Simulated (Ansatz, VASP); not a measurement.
**GaC3: VASP beside Ansatz**

Contents of POSCAR:

```
GaC3
1.0
    3.3481933570      0.0000000000      0.0000000000
    0.0000000000      3.3481933570      0.0000000000
    0.0000000000      0.0000000000      3.3481933570
Ga C
1 3
Direct
    0.0000000000      0.0000000000      0.0000000000
    0.0000000000      0.5000000000      0.5000000000
    0.5000000000      0.0000000000      0.5000000000
    0.5000000000      0.5000000000      0.0000000000
```

INCAR.step1

```
SYSTEM = GaC3
ALGO = Normal
EDIFF = 1E-4
ENCUT = 520
GGA = PE
ISMEAR = -1
LASPH = .True.
LCHARG = .False.
LREAL = .False.
LWAVE = .True.
NBANDS = 20
NELM = 80
PREC = Accurate
SIGMA = 0.1
```

The input INCAR.step2:

```
SYSTEM = GaC3
ALGO = Normal
EDIFF = 1E-7
ENCUT = 520
ISIF = 2
ISMEAR = -1
ISTART = 1
LASPH = .True.
LCHARG = .False.
LMIXTAU = .True.
LREAL = .False.
LWAVE = .False.
METAGGA = R2SCAN
NBANDS = 20
NELM = 80
PREC = Accurate
SIGMA = 0.1
```

File KPOINTS:

```
k-points
0
Gamma
  7 7 7
  0 0 0
```

Input for Ansatz:

```yaml
crystal:
  lattice:
    - [3.3481933570172733, 0.0, 0.0]
    - [0.0, 3.3481933570172733, 0.0]
    - [0.0, 0.0, 3.3481933570172733]
  atoms:
    - { symbol: Ga, position: [0.0, 0.0, 0.0] }
    - { symbol: C, position: [0.0, 0.5, 0.5] }
    - { symbol: C, position: [0.5, 0.0, 0.5] }
    - { symbol: C, position: [0.5, 0.5, 0.0] }
basis:
  ecutwfc: 550.0
kpoints:
  mp_grid:
    grid: [7, 7, 7]
hamiltonian:
  xc: r2scan
scf:
  occupations:
    method: fermi_dirac
    width: 0.1
output:
  stress: true
```

The cell comes from a database or a generator and needn't be the stable form of this composition.

Alike in both runs: task single point; functional r2SCAN; k mesh 7 × 7 × 7; occupations fermi-dirac, width 0.1 eV; no spin polarisation.

|  | VASP | Ansatz |
| --- | --- | --- |
| version | VASP 6.6.1 | Ansatz 0.2.0 |
| potentials or method | VASP PAW PBE potentials, release 64 (Ga_d, C) | plane waves, PAW |
| plane-wave cutoff (eV) | 520 | 550 |
| valence electrons in the cell | 25 | 25 |

|  | VASP | Ansatz | Ansatz less VASP |
| --- | --- | --- | --- |
| pressure (GPa) | -4.2 | -4.7 | -0.44 |

Caveats: the PAW data sets were made with another functional, which shifts forces and pressure a little (VASP).
